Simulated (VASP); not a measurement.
An input for Quantum ESPRESSO's pw.x (written as the equivalent of a VASP run, and not itself run):

```
&CONTROL
  calculation = 'vc-relax'
  pseudo_dir = './pseudo'
  outdir = './out'
  tprnfor = .true.
  tstress = .true.
  nstep = 60
  forc_conv_thr = 0.00078
/
&SYSTEM
  ibrav = 0
  nat = 8
  ntyp = 3
  ecutwfc = 84
  occupations = 'smearing'
  smearing = 'gaussian'
  degauss = 0.003675
  input_dft = 'pbesol'
/
&ELECTRONS
  conv_thr = 7.3e-08
  electron_maxstep = 100
/
&IONS
/
&CELL
/
ATOMIC_SPECIES
  In 114.818 In.upf
  As 74.922 As.upf
  Al 26.982 Al.upf
CELL_PARAMETERS angstrom
     0.0037170    5.7843957    5.7655277
     5.7843957    0.0037170    5.7655277
     2.8940563    2.8940563    0.0000000
ATOMIC_POSITIONS crystal
  In   0.9994042  0.9994042  0.0011916
  As   0.1357196  0.1357196  0.2285607
  As   0.1299444  0.6093817  0.2606740
  As   0.6093817  0.1299444  0.2606740
  As   0.6250241  0.6250241  0.2499518
  Al   0.9997825  0.5006018  0.9996157
  Al   0.5006018  0.9997825  0.9996157
  Al   0.5001418  0.5001418  0.9997165
K_POINTS automatic
  3 3 6 0 0 0
```

Write the VASP files for the same calculation (PBEsol).

One answer among several that fit: 
### POSCAR
```
Al3InAs4
1
    0.0037169798     5.7843957166     5.7655276813
    5.7843957166     0.0037169798     5.7655276813
    2.8940563482     2.8940563482     0.0000000000
In As Al
1 4 3
Direct
  0.9994042186   0.9994042186   0.0011915628
  0.1357196308   0.1357196308   0.2285607384
  0.1299443596   0.6093816723   0.2606739681
  0.6093816723   0.1299443596   0.2606739681
  0.6250241100   0.6250241100   0.2499517800
  0.9997824859   0.5006017701   0.9996157441
  0.5006017701   0.9997824859   0.9996157441
  0.5001417527   0.5001417527   0.9997164945
```

INCAR:
```
SYSTEM=Al3InAs4
PREC=Accurate; ENCUT=400; LREAL=F
LASPH=T
EDIFF=1E-6; NELM=100; ALGO=Normal
LMAXMIX=4
ISMEAR=0; SIGMA=0.05
GGA=PS
IBRION=2; NSW=60; ISIF=3
EDIFFG=-0.02
LWAVE=F; LCHARG=F
```

KPOINTS:
```
Automatic mesh
0
Gamma
3 3 6
0 0 0
```

POTCAR, in this order: In_d As Al (PBE.64 set). Program: vasp_std.

Limits of the translation: the potentials are each code's own (VASP's PAW set, PseudoDojo norm-conserving files in pw.x), so ENCUT and ecutwfc are chosen apart and not converted; conv_thr bounds pw.x's estimated SCF error, while EDIFF bounds the energy change between steps; forc_conv_thr acts on force components and is met together with etot_conv_thr.

The structure was generated: Al3InAs4 was put into an ordered model structure (Amm2), which need not be its known phase. This run relaxes it. Symmetry was kept, so distortions that lower it aren't found. The start is the result of an earlier pass.
